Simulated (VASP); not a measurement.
Data:

```yaml
crystal:
  lattice:
    - [-1.60696, 1.60696, 3.92100]
    - [1.60696, -1.60696, 3.92100]
    - [1.60696, 1.60696, -3.92100]
  atoms:
    - { symbol: Si, position: [0.66547, 0.66547, 0.00000] }
    - { symbol: Si, position: [0.33453, 0.33453, 0.00000] }
    - { symbol: W, position: [0.00000, 0.00000, 0.00000] }
```

Computed with vdW-DF-cx, VASP's PBE PAW potentials (set 64) (plane waves; VASP). Run with 520 eV cut-off, Gaussian smearing of 0.050 eV, potentials Si W_sv.

Unless said otherwise, spin-orbit coupling is left out, though it shifts the bands of the heavy elements here.

Problem. Predict the band gap (along the path) with the smallest direct gap where there is one.

Solution. 
The band gap (along the path) is none (metal, semimetal or under 0.01 eV).

The absolute energy has meaning only against runs of the same code, potentials and settings.

The compound is WSi2 in the MoSi2 type structure. It was relaxed first.
